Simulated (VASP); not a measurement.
The system is SnGeTe3.

```
CELL_PARAMETERS angstrom
3.60591 2.08187 2.97510
-3.60591 2.08187 2.97510
0.00000 -4.16375 2.97510
ATOMIC_POSITIONS crystal
Sn 0.00000 0.00000 0.00000
Ge 0.50000 0.50000 0.50000
Te 0.00000 0.50000 0.50000
Te 0.50000 0.00000 0.50000
Te 0.50000 0.50000 0.00000
```

The cell was built by a generator and needn't be a form met in nature.

* Program: VASP 6.6.1
* Task: relaxation of cell and atoms
* Functional: PBE
* Potentials or basis: VASP PAW PBE potentials, release 64 (Sn_d, Ge_d, Te)
* Cutoff: 520 eV
* k mesh: 3 × 3 × 3
* Occupations: gaussian, width 0.15 eV
* Spin: no spin polarisation

At the start: pressure 11.3 GPa; volume 26.80 Å³/atom.

Question: How do energy, volume and symmetry change on relaxing?

Answer: Over 23 steps the energy falls by 299.2 meV/atom and the volume is 33.40 Å³/atom (+24.6 %); space group R-3m (No. 166, to 0.05 Å).

Step by step:
```tsv
step	energy change (eV)	largest force (eV/Å)	pressure (GPa)	volume (Å³)
1	0.0000	0.0000	11.27	134.01
2	-0.6698	0.0000	-1.93	174.01
3	-0.7680	0.0000	0.21	160.47
4	-0.7685	0.0000	-0.21	161.75
5	-0.7686	0.0000	0.33	161.14
6	-0.7728	0.0000	0.09	161.20
7	-0.7925	0.0000	-0.06	161.33
8	-0.8445	0.0000	-0.13	161.47
9	-0.9469	0.0000	0.14	161.25
10	-1.3352	0.0000	1.42	158.89
11	-0.0602	0.0000	10.51	147.57
12	-1.3987	0.0000	2.12	157.66
13	-1.3810	0.0000	3.53	155.50
14	-1.4047	0.0000	3.11	156.27
15	-1.4076	0.0000	2.84	156.43
16	-1.4147	0.0000	2.73	156.89
17	-1.4238	0.0000	2.68	157.81
18	-1.4201	0.0000	2.33	159.60
19	-1.4259	0.0000	2.56	158.50
20	-1.4331	0.0000	2.15	158.88
21	-1.4523	0.0000	2.01	160.03
22	-1.4800	0.0000	1.23	162.33
23	-1.4962	0.0000	-0.04	166.99
```

Final structure:
```cif
data_structure
_symmetry_space_group_name_H-M 'P 1'
_symmetry_Int_Tables_number 1
_cell_length_a 5.7310
_cell_length_b 5.7310
_cell_length_c 5.7310
_cell_angle_alpha 72.686
_cell_angle_beta 72.686
_cell_angle_gamma 72.686
_cell_volume 166.99
loop_
_atom_site_label
_atom_site_type_symbol
_atom_site_fract_x
_atom_site_fract_y
_atom_site_fract_z
_atom_site_occupancy
Sn1 Sn 0.00000 0.00000 0.00000 1
Ge1 Ge 0.50000 0.50000 0.50000 1
Te1 Te 0.00000 0.50000 0.50000 1
Te2 Te 0.50000 0.00000 0.50000 1
Te3 Te 0.50000 0.50000 0.00000 1
```

Caveat: the k mesh is coarse (spacing up to 0.41 Å⁻¹), so the values aren't converged; the volume moved by over 15 % at a fixed basis, so the end points are rough.
